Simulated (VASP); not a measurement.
Runs of VASP 6.6.1 on SrTiO3. The structure is cubic, space group Pm-3m (No. 221). The conventional cell has a = 3.905 Å, b = 3.905 Å, c = 3.905 Å, α = 90.00°, β = 90.00°, γ = 90.00°. Sr (site symmetry m-3m) is surrounded by 12 O at 2.76 Å. Ti (site symmetry m-3m) is surrounded by 6 O at 1.95 Å. O (site symmetry 4/mmm) has 2 Ti at 1.95 Å as nearest neighbours. 

```csv
task,level,potentials or basis,cell,cutoff (eV),gap on the mesh (eV),pressure (GPa)
relaxation of cell and atoms,LDA,"VASP PAW LDA potentials, release 64 (Sr_sv, Ti_sv, O)",relaxed,600,(a),-0.1
band structure,PBE+D3(BJ),"VASP PAW PBE potentials, release 64 (Sr_sv, Ti_sv, O)","Pm-3m, 11.99 Å³/atom",520,(b),0.2
band structure,rev-vdW-DF2,"VASP PAW PBE potentials, release 64 (Sr_sv, Ti_sv, O)","Pm-3m, 12.01 Å³/atom",520,1.82,0.1
relaxation of cell and atoms,rev-vdW-DF2,"VASP PAW PBE potentials, release 64 (Sr_sv, Ti_sv, O)",relaxed,600,1.82,0.0
relaxation of cell and atoms,PBE+D3(BJ),"VASP PAW PBE potentials, release 64 (Sr_sv, Ti_sv, O)",relaxed,600,1.85,0.0
```

Alike in all rows: no spin polarisation; k mesh 8 × 8 × 8; smearing gaussian 0.03 eV.

Fill in the values left out.

(a) 1.81; (b) 1.84.

Caveats: the PAW data sets were made with another functional, which shifts forces and pressure a little (some runs); the relaxation stopped at its first step, so nothing moved (some runs).

A k mesh can miss the band edges, and the runs leave out spin-orbit coupling on Sr.
